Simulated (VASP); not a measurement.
Level of theory: vdW-DF2, VASP's PBE PAW potentials (set 64) (plane waves; VASP 6.6.1).

The input files of a VASP run:

**KPOINTS**
```
Automatic mesh
0
Gamma
5 5 5
0 0 0
```

### POSCAR
```
BaZrO3
1
    4.2093545831     0.0000000000     0.0000000000
    0.0000000000     4.2093545831     0.0000000000
    0.0000000000     0.0000000000     4.2093545831
Ba Zr O
1 1 3
Direct
  0.0000000000   0.0000000000   0.0000000000
  0.5000000000   0.5000000000   0.5000000000
  0.5000000000   0.0000000000   0.5000000000
  0.0000000000   0.5000000000   0.5000000000
  0.5000000000   0.5000000000   0.0000000000
```

INCAR:
```
AGGAC = 0.0
ALGO = Normal
EDIFF = 1E-7
ENCUT = 520
GGA = ML
ISIF = 2
ISMEAR = 0
LASPH = T
LCHARG = F
LMAXMIX = 4
LREAL = F
LUSE_VDW = T
LWAVE = F
NELM = 100
PREC = Accurate
SIGMA = 0.05
SYSTEM = BaZrO3
ZAB_VDW = -1.8867
```

POTCAR, in this order: Ba_sv Zr_sv O (PBE.64 set). Program: vasp_std.

What VASP printed:

OSZICAR:
```
       N       E                     dE             d eps       ncg     rms          rms(c)
DAV:   1     0.341047855140E+03    0.34105E+03   -0.22617E+04   480   0.164E+03
DAV:   2    -0.208363068477E+02   -0.36188E+03   -0.35384E+03   608   0.388E+02
DAV:   3    -0.416959347627E+02   -0.20860E+02   -0.20837E+02   760   0.944E+01
DAV:   4    -0.422569389022E+02   -0.56100E+00   -0.56078E+00   672   0.123E+01
DAV:   5    -0.422722825205E+02   -0.15344E-01   -0.15343E-01   688   0.137E+00    0.298E+01
DAV:   6    -0.321432267200E+02    0.10129E+02   -0.64168E+01   568   0.523E+01    0.126E+01
DAV:   7    -0.321664963177E+02   -0.23270E-01   -0.45718E+00   720   0.130E+01    0.768E+00
DAV:   8    -0.321477201826E+02    0.18776E-01   -0.46107E-01   648   0.576E+00    0.734E-01
DAV:   9    -0.321458786761E+02    0.18415E-02   -0.73562E-02   696   0.157E+00    0.511E-01
DAV:  10    -0.321474964383E+02   -0.16178E-02   -0.18605E-02   648   0.129E+00    0.291E-01
DAV:  11    -0.321469072189E+02    0.58922E-03   -0.36810E-03   608   0.502E-01    0.404E-02
DAV:  12    -0.321469370374E+02   -0.29819E-04   -0.18375E-04   640   0.113E-01    0.320E-02
DAV:  13    -0.321469377020E+02   -0.66458E-06   -0.22935E-05   704   0.405E-02    0.328E-03
DAV:  14    -0.321469380132E+02   -0.31113E-06   -0.22570E-06   712   0.108E-02    0.184E-03
DAV:  15    -0.321469380065E+02    0.66962E-08   -0.28507E-07   512   0.395E-03
   1 F= -.32146938E+02 E0= -.32146938E+02  d E =-.175577E-28
```

### OUTCAR
```
------------------------ aborting loop because EDIFF is reached ----------------------------------------
  FORCE on cell =-STRESS in cart. coord.  units (eV):
  Direction    XX          YY          ZZ          XY          YZ          ZX
  --------------------------------------------------------------------------------------
  Total        4.7243900      4.7243900      4.7243900      0.0000000      0.0000000      0.0000000
  in kB      101.4868544    101.4868544    101.4868544      0.0000000      0.0000000      0.0000000
  external PRESSURE =     101.4868544 kB  Pullay stress =       0.0000000 kB
  volume of cell :       74.58
      direct lattice vectors                 reciprocal lattice vectors
     4.209354583  0.000000000  0.000000000     0.237566111  0.000000000  0.000000000
     0.000000000  4.209354583  0.000000000     0.000000000  0.237566111  0.000000000
     0.000000000  0.000000000  4.209354583     0.000000000  0.000000000  0.237566111
 POSITION                                       TOTAL-FORCE (eV/Angst)
 -----------------------------------------------------------------------------------
      0.00000      0.00000      0.00000         0.000000      0.000000      0.000000
      2.10468      2.10468      2.10468         0.000000      0.000000      0.000000
      2.10468      0.00000      2.10468         0.000000      0.000000      0.000000
      0.00000      2.10468      2.10468         0.000000      0.000000      0.000000
      2.10468      2.10468      0.00000         0.000000      0.000000      0.000000
 -----------------------------------------------------------------------------------
    total drift:                                0.000000     -0.000000     -0.000000
  FREE ENERGIE OF THE ION-ELECTRON SYSTEM (eV)
  ---------------------------------------------------
  free  energy   TOTEN  =       -32.1469380065 eV

  energy  without entropy=      -32.1469380065  energy(sigma->0) =      -32.14693801
```
(Selected blocks of OUTCAR.)

**OUTCAR**
```
 val. band max:        3.5849956401   @ k =   0.4000   0.4000   0.4000

 cond. band min:       7.0037156151   @ k =   0.0000   0.0000   0.0000


 Fermi energy:         3.9719552422

 k-point     1 :       0.0000    0.0000    0.0000
  band No.  band energies     occupation
      1     -43.6653      2.00000
      2     -21.6772      2.00000
      3     -21.6772      2.00000
      4     -21.6772      2.00000
      5     -21.6747      2.00000
      6     -12.5734      2.00000
      7     -12.2814      2.00000
      8     -12.2814      2.00000
      9      -6.7735      2.00000
     10      -6.7735      2.00000
     11      -6.7735      2.00000
     12       2.2584      2.00000
     13       2.2584      2.00000
     14       2.2584      2.00000
     15       2.7419      2.00000
     16       2.7419      2.00000
     17       2.7419      2.00000
     18       3.4491      2.00000
     19       3.4491      2.00000
     20       3.4491      2.00000
     21       7.0037      0.00000
     22       7.0037      0.00000
     23       7.0037      0.00000
     24       8.4563      0.00000

 k-point     2 :       0.2000    0.0000    0.0000
  band No.  band energies     occupation
      1     -43.6643      2.00000
      2     -21.8384      2.00000
      3     -21.6751      2.00000
      4     -21.6751      2.00000
      5     -21.5714      2.00000
      6     -12.5897      2.00000
      7     -12.2737      2.00000
      8     -12.0378      2.00000
      9      -6.7508      2.00000
     10      -6.7508      2.00000
     11      -6.7071      2.00000
     12       1.6332      2.00000
     13       2.1414      2.00000
     14       2.1414      2.00000
     15       2.4344      2.00000
     16       2.4344      2.00000
     17       2.4892      2.00000
     18       2.6798      2.00000
     19       3.3381      2.00000
     20       3.3381      2.00000
     21       7.1290      0.00000
     22       7.7844      0.00000
     23       7.7844      0.00000
     24       9.0254      0.00000
...
```

Unless said otherwise, spin-orbit coupling is left out, though it shifts the bands of the heavy elements here.

The compound is BaZrO3 in the cubic perovskite structure. This cell is one point of a volume scan, at 0.94 of the reference volume.
